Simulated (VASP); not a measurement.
Calculation: PW91 GGA, VASP's PBE PAW potentials (set 64) (plane waves; VASP).

VASP input:

**KPOINTS**
```
K-points
0
Gamma
 1 1 1
```

INCAR:
```
! general
SYSTEM   =  B atom
PREC     =  Normal
ENCUT    =  520
LREAL    =  .False.
LASPH    =  .True.   ! aspherical one-centre terms
ISYM     =  0

! electronic loop
EDIFF    =  1E-6
NELM     =  200
ALGO     =  All

! smearing
ISMEAR   =  0   ! Gaussian
SIGMA    =  0.01

! functional
GGA      =  91

! spin
ISPIN    =  2
MAGMOM   =  1
NUPDOWN  =  1

! output
LWAVE    =  .False.
LCHARG   =  .False.
LORBIT   =  10
```

### POSCAR
```
B atom
1.0
 12.0000000000   0.0000000000   0.0000000000
  0.0000000000  12.5000000000   0.0000000000
  0.0000000000   0.0000000000  13.0000000000
B
1
direct
  0.0000000000   0.0000000000   0.0000000000
```

POTCAR, in this order: B (PBE.64 set). Program: vasp_gam. Read from the step before: WAVECAR.

The resulting files:

OUTCAR:
```
 ion  position               nearest neighbor table
   1  0.000  0.000  0.000-
 Subroutine IBZKPT returns following result:
 Found      1 irreducible k-points:

 Following reciprocal coordinates:
            Coordinates               Weight
  0.000000  0.000000  0.000000      1.000000
   k-points           NKPTS =      1   k-points in BZ     NKDIM =      1   number of bands    NBANDS=      6
   number of dos      NEDOS =    301   number of ions     NIONS =      1
   total plane-waves  NPLWV = 392000
   dimension x,y,z NGX =    70 NGY =   70 NGZ =   80
   dimension x,y,z NGXF=   140 NGYF=  140 NGZF=  160
   ions per type =               1
   PREC   = normal    normal or accurate (medium, high low for compatibility)
   ISTART =      1    job   : 0-new  1-cont  2-samecut
   ICHARG =      0    charge: 1-file 2-atom 10-const
   ISPIN  =      2    spin polarized calculation?
   LNONCOLLINEAR =      F non collinear calculations
   LSORBIT =      F    spin-orbit coupling
   INIWAV =      1    electr: 0-lowe 1-rand  2-diag
   ENCUT  =  520.0 eV  38.22 Ry    6.18 a.u.  22.31 23.24 24.17*2*pi/ulx,y,z
   NELM   =    200;   NELMIN=  2; NELMDL=  0     # of ELM steps
   EDIFF  = 0.1E-05   stopping-criterion for ELM
   LREAL  =      F    real-space projection
   NLSPLINE    = F    spline interpolate recip. space projectors
   LMAXMIX     =    2 max onsite mixed and CHGCAR
   VOSKOWN=      0    Vosko Wilk Nusair interpolation
   EDIFFG = 0.1E-04   stopping-criterion for IOM
   NSW    =      0    number of steps for IOM
   NBLOCK =      1;   KBLOCK =      1    inner block; outer block
   IBRION =     -1    ionic relax: 0-MD 1-quasi-New 2-CG
   NFREE  =      0    steps in history (QN), initial steepest desc. (CG)
   ISIF   =      2    stress and relaxation
   ISYM   =      0    0-nonsym 1-usesym 2-fastsym
   TEIN   =    0.0    initial temperature
   TEBEG  =    0.0;   TEEND  =   0.0 temperature during run
   SMASS  =  -3.00    Nose mass-parameter (am)
   PSTRESS=    0.0 pullay stress
   NELECT =       3.0000    total number of electrons
   EFERMI =   0.00;   METHOD = LEGACY
   ISMEAR =     0;   SIGMA  =   0.01  broadening in eV -4-tet -1-fermi 0-gaus
   IALGO  =     58    algorithm
   LDIAG  =      T    sub-space diagonalisation (order eigenvalues)
   IMIX   =      4    mixing-type and parameters
     AMIX     =   0.40;   BMIX     =  1.00
     AMIX_MAG =   1.60;   BMIX_MAG =  1.00
     AMIN     =   0.10
   GGA     = 91    functional components
   VOSKOWN =     0    Vosko Wilk Nusair interpolation
   LHFCALC =     F    Hartree Fock is set to
   LHFONE  =     F    Hartree Fock one center treatment
   AEXX    =    0.0000 exact exchange contribution
   IVDW    =     0    specifies the selected vdW correction
   LEPSILON=     F    determine dielectric tensor
   LRPA    =     F    only Hartree local field effects (RPA)
  energy-cutoff  :      520.00
  volume of cell :     1950.00
      direct lattice vectors                 reciprocal lattice vectors
    12.000000000  0.000000000  0.000000000     0.083333333  0.000000000  0.000000000
     0.000000000 12.500000000  0.000000000     0.000000000  0.080000000  0.000000000
     0.000000000  0.000000000 13.000000000     0.000000000  0.000000000  0.076923077
 k-point     1 :   0.0000 0.0000 0.0000  plane waves:   26244
 maximum number of plane-waves:     26244
```

**OSZICAR**
```
       N       E                     dE             d eps       ncg     rms           ort
SDA:   1    -0.263868735266E+00   -0.26387E+00    0.00000E+00     6   0.220E-02   0.000E+00
CGA:   2    -0.264558463519E+00   -0.68973E-03   -0.69112E-03     6   0.171E-03  -0.126E-04
CGA:   3    -0.264628680608E+00   -0.70217E-04   -0.72499E-04     6   0.525E-04  -0.383E-04
SDA:   4    -0.352193801961E+00   -0.87565E-01   -0.88139E-01     6   0.995E-01  -0.126E-02
CGA:   5    -0.392159202545E+00   -0.39965E-01   -0.40582E-01     6   0.225E-01  -0.103E-01
CGA:   6    -0.401105066851E+00   -0.89459E-02   -0.89435E-02     6   0.278E-02   0.620E-05
CGA:   7    -0.402165228236E+00   -0.10602E-02   -0.10649E-02     6   0.384E-03  -0.746E-05
CGA:   8    -0.402314932065E+00   -0.14970E-03   -0.14987E-03     6   0.565E-04   0.824E-06
CGA:   9    -0.402338899968E+00   -0.23968E-04   -0.23939E-04     6   0.707E-05   0.623E-07
CGA:  10    -0.402341870063E+00   -0.29701E-05   -0.29487E-05     6   0.940E-06  -0.437E-07
CGA:  11    -0.402342271706E+00   -0.40164E-06   -0.41026E-06     6   0.131E-06   0.121E-07
   1 F= -.40234227E+00 E0= -.40234227E+00  d E =-.232818E-17  mag=     1.0000
```

OUTCAR:
```
------------------------ aborting loop because EDIFF is reached ----------------------------------------
  FORCE on cell =-STRESS in cart. coord.  units (eV):
  Direction    XX          YY          ZZ          XY          YZ          ZX
  --------------------------------------------------------------------------------------
  Total       -0.0023929     -0.0018086     -0.0031526     -0.0001771     -0.0001370     -0.0015092
  in kB       -0.0019661     -0.0014860     -0.0025902     -0.0001455     -0.0001125     -0.0012400
  external PRESSURE =      -0.0020141 kB  Pullay stress =       0.0000000 kB
  volume of cell :     1950.00
      direct lattice vectors                 reciprocal lattice vectors
    12.000000000  0.000000000  0.000000000     0.083333333  0.000000000  0.000000000
     0.000000000 12.500000000  0.000000000     0.000000000  0.080000000  0.000000000
     0.000000000  0.000000000 13.000000000     0.000000000  0.000000000  0.076923077
 POSITION                                       TOTAL-FORCE (eV/Angst)
 -----------------------------------------------------------------------------------
      0.00000      0.00000      0.00000         0.000000      0.000000      0.000000
 -----------------------------------------------------------------------------------
    total drift:                                0.000000      0.000000      0.000000
  FREE ENERGIE OF THE ION-ELECTRON SYSTEM (eV)
  ---------------------------------------------------
  free  energy   TOTEN  =        -0.4023422717 eV

  energy  without entropy=       -0.4023422717  energy(sigma->0) =       -0.40234227

 total charge

# of ion       s       p       d       tot
------------------------------------------
    1        0.941   0.408   0.000   1.349

 magnetization (x)

# of ion       s       p       d       tot
------------------------------------------
    1        0.011   0.408   0.000   0.420
```
(Selected blocks of OUTCAR.)

The atom may not be in its lowest state.

The cell is a free atom in a box.
